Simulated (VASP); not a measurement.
All values below come from AM05 GGA, VASP's PBE PAW potentials (set 64) (plane waves; VASP 6.6.1).

VASP ran on this input.

POSCAR:
```
LiH
1.0
  0.0000000000   1.9996289644   1.9996289644
  1.9996289644   0.0000000000   1.9996289644
  1.9996289644   1.9996289644   0.0000000000
Li H
1 1
Direct
  0.0000000000   1.0000000000   1.0000000000
  0.5000000000   0.5000000000   0.5000000000
```

**INCAR**
```
SYSTEM = LiH
PREC = Accurate
ENCUT = 520
EDIFF = 1E-6
NELM = 100
ALGO = Normal
LREAL = .FALSE.
LASPH = .TRUE.
ISMEAR = 0
SIGMA = 0.05
GGA = AM
LWAVE = .FALSE.
LCHARG = .FALSE.
IBRION = 2
ISIF = 3
NSW = 60
EDIFFG = -0.01
```

**KPOINTS**
```
Automatic mesh
0
Gamma
10 10 10
0 0 0
```

POTCAR, in this order: Li_sv H (PBE.64 set). Program: vasp_std.

The resulting files:

### OSZICAR
```
       N       E                     dE             d eps       ncg     rms          rms(c)
DAV:   1    -0.123617467337E+01   -0.12362E+01   -0.14073E+03   576   0.600E+02
DAV:   2    -0.605873572605E+01   -0.48226E+01   -0.46327E+01   816   0.641E+01
DAV:   3    -0.617697424804E+01   -0.11824E+00   -0.11824E+00   642   0.806E+00
DAV:   4    -0.617776491740E+01   -0.79067E-03   -0.79067E-03   804   0.709E-01
DAV:   5    -0.617776674215E+01   -0.18247E-05   -0.18247E-05   660   0.310E-02    0.267E+00
DAV:   6    -0.602133125175E+01    0.15644E+00   -0.13178E-01   654   0.174E+00    0.135E+00
DAV:   7    -0.596989894892E+01    0.51432E-01   -0.17000E-01   732   0.225E+00    0.203E-01
DAV:   8    -0.597150571139E+01   -0.16068E-02   -0.55054E-03   672   0.707E-01    0.292E-02
DAV:   9    -0.597150021880E+01    0.54926E-05   -0.18908E-04   846   0.798E-02    0.119E-02
DAV:  10    -0.597150033573E+01   -0.11693E-06   -0.50806E-06   636   0.191E-02
   1 F= -.59715003E+01 E0= -.59715003E+01  d E =-.597150E+01
```

OUTCAR:
```
------------------------ aborting loop because EDIFF is reached ----------------------------------------
  FORCE on cell =-STRESS in cart. coord.  units (eV):
  Direction    XX          YY          ZZ          XY          YZ          ZX
  --------------------------------------------------------------------------------------
  Total       -0.0051544     -0.0051544     -0.0051544     -0.0000000     -0.0000000      0.0000000
  in kB       -0.5164252     -0.5164252     -0.5164252     -0.0000000     -0.0000000      0.0000000
  external PRESSURE =      -0.5164252 kB  Pullay stress =       0.0000000 kB
  volume of cell :       15.99
      direct lattice vectors                 reciprocal lattice vectors
     0.000000000  1.999628964  1.999628964    -0.250046388  0.250046388  0.250046388
     1.999628964  0.000000000  1.999628964     0.250046388 -0.250046388  0.250046388
     1.999628964  1.999628964  0.000000000     0.250046388  0.250046388 -0.250046388
  FREE ENERGIE OF THE ION-ELECTRON SYSTEM (eV)
  ---------------------------------------------------
  free  energy   TOTEN  =        -5.9715003357 eV

  energy  without entropy=       -5.9715003357  energy(sigma->0) =       -5.97150034

 reached required accuracy - stopping structural energy minimisation
```
(Selected blocks of OUTCAR.)

OUTCAR:
```
 val. band max:        0.2802381359   @ k =   0.5000   0.5000   0.0000

 cond. band min:       3.0030233383   @ k =   0.5000   0.5000   0.0000


 Fermi energy:         0.5402919677

 k-point     1 :       0.0000    0.0000    0.0000
  band No.  band energies     occupation
      1     -43.2273      2.00000
      2      -5.2876      2.00000
      3      16.4565      0.00000
      4      18.0148      0.00000
      5      18.0148      0.00000
      6      18.0148      0.00000

 k-point     2 :       0.1000    0.0000    0.0000
  band No.  band energies     occupation
      1     -43.2225      2.00000
      2      -5.1099      2.00000
      3      14.8768      0.00000
      4      17.0851      0.00000
      5      17.6218      0.00000
      6      17.6218      0.00000

 k-point     3 :       0.2000    0.0000    0.0000
  band No.  band energies     occupation
      1     -43.2095      2.00000
      2      -4.5898      2.00000
      3      11.5330      0.00000
      4      15.8402      0.00000
      5      16.9874      0.00000
      6      16.9874      0.00000

 k-point     4 :       0.3000    0.0000    0.0000
  band No.  band energies     occupation
      1     -43.1933      2.00000
      2      -3.7862      2.00000
      3       8.3450      0.00000
      4      14.7872      0.00000
      5      16.5981      0.00000
      6      16.5981      0.00000

 k-point     5 :       0.4000    0.0000    0.0000
  band No.  band energies     occupation
      1     -43.1802      2.00000
      2      -2.8976      2.00000
      3       5.9581      0.00000
      4      14.0967      0.00000
      5      16.5280      0.00000
      6      16.5281      0.00000

 k-point     6 :       0.5000    0.0000    0.0000
  band No.  band energies     occupation
      1     -43.1754      2.00000
      2      -2.4490      2.00000
      3       5.0015      0.00000
      4      13.8578      0.00000
      5      16.5794      0.00000
      6      16.5794      0.00000
...
```

The compound is LiH in the rock salt structure. It was relaxed first, which changed the volume by -6 %. The start is the result of an earlier pass.
